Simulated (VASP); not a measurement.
Here is the system:

```xyz
2
Lattice="0.0000 3.2195 3.2195 3.2195 0.0000 3.2195 3.2195 3.2195 0.0000" Properties=species:S:1:pos:R:3 pbc="T T T"
Na     0.0000     0.0000     0.0000
I      3.2195     3.2195     3.2195
```

All values below come from rev-vdW-DF2, VASP's PBE PAW potentials (set 64) (plane waves; VASP). Settings: 520 eV cut-off, 7×7×7 Γ-centred mesh, Gaussian smearing of 0.050 eV, potentials Na_pv I.

Unless said otherwise, spin-orbit coupling is left out, though it shifts the bands of the heavy elements here.

Question: Estimate the energy per atom (σ→0), band gap (on the k-mesh) with the smallest direct gap where there is one.

Answer: 
```yaml
band gap (on the k-mesh): 3.60 eV
smallest direct gap (on the k-mesh): 3.60 eV
energy per atom (σ→0): -0.898 eV/atom
```

The absolute energy has meaning only against runs of the same code, potentials and settings.

The compound is NaI in the rock salt structure. It was relaxed first.
